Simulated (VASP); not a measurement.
Runs of VASP 6.6.1 on As. It takes space group R-3m (No. 166, trigonal). The conventional cell has a = 3.760 Å, b = 3.760 Å, c = 10.457 Å, α = 90.00°, β = 90.00°, γ = 120.00°. Around As (site symmetry 3m) lie 3 As at 2.52 Å. 

```csv
task,level,potentials or basis,cell,k mesh,cutoff (eV),gap on the mesh (eV),pressure (GPa),relaxed volume (Å³/atom)
relaxation of cell and atoms,LDA,"VASP PAW LDA potentials, release 64 (As)",relaxed,15 × 15 × 15,600,none,0.0,(a)
relaxation of cell and atoms,PBEsol,"VASP PAW PBE potentials, release 64 (As)",relaxed,15 × 15 × 15,580,none,0.0,20.90
relaxation of cell and atoms,PBEsol,"VASP PAW PBE potentials, release 64 (As)",relaxed,6 × 6 × 6,600,none,0.0,21.10
single point,PBEsol,"VASP PAW PBE potentials, release 64 (As)",as given,15 × 15 × 15,520,none,0.5,-
relaxation of cell and atoms,PBEsol,"VASP PAW PBE potentials, release 64 (As)",relaxed,15 × 15 × 15,300,none,0.0,20.89
relaxation of cell and atoms,PBEsol,"VASP PAW PBE potentials, release 64 (As)",relaxed,15 × 15 × 15,480,none,0.0,20.89
relaxation of cell and atoms,PBEsol,"VASP PAW PBE potentials, release 64 (As)",relaxed,15 × 15 × 15,600,none,0.0,20.90
```

Alike in all rows: no spin polarisation; smearing gaussian 0.1 eV.

Fill in the values left out.

(a) 20.43.

Caveats: the PAW data sets were made with another functional, which shifts forces and pressure a little (some runs).

A k mesh can miss the band edges, and the runs leave out spin-orbit coupling on As.

A gap of «none» marks a metal or a gap under the smearing width.

Runs at the PBE level aren't shown here.
